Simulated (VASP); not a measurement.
The system is RuS.

```
Ru S
1.0
     0.00000    2.54676    2.54676
     2.54676    0.00000    2.54676
     2.54676    2.54676    0.00000
Ru S
1 1
Direct
  0.50000 0.50000 0.50000
  0.00000 0.00000 0.00000
```

The cell comes from a database or a generator and needn't be the stable form of this composition.

Base run:

| Property | Result |
| --- | --- |
| Program | VASP 6.6.1 |
| Functional | r2SCAN |
| Potentials or basis | VASP PAW PBE potentials, release 64 (Ru_pv, S) |
| Cutoff | 520 eV |
| k mesh | 6 × 6 × 6 |
| Occupations | gaussian, width 0.05 eV |
| Spin | collinear spin, ferromagnetic start |
| Starting moments | [1.0, 0.0] μB |
| Hubbard terms | Ru d U = 6 eV |

Its results: band gap on the k mesh none (metal or under the smearing width); pressure 15.8 GPa; net moment 3.70 μB per cell; site moments Ru +3.40; S +0.22 μB.

Q: The run is repeated on the same cell with these changes: hubbard terms from Ru d U = 6 eV to Ru d U = 7 eV. What comes out?

A: Band gap on the k mesh none (metal or under the smearing width); pressure 20.8 GPa; net moment 4.00 μB per cell; site moments Ru +3.62; S +0.29 μB.

Caveats: the PAW data sets were made with another functional, which shifts forces and pressure a little.

Not every run made on this cell is shown here.
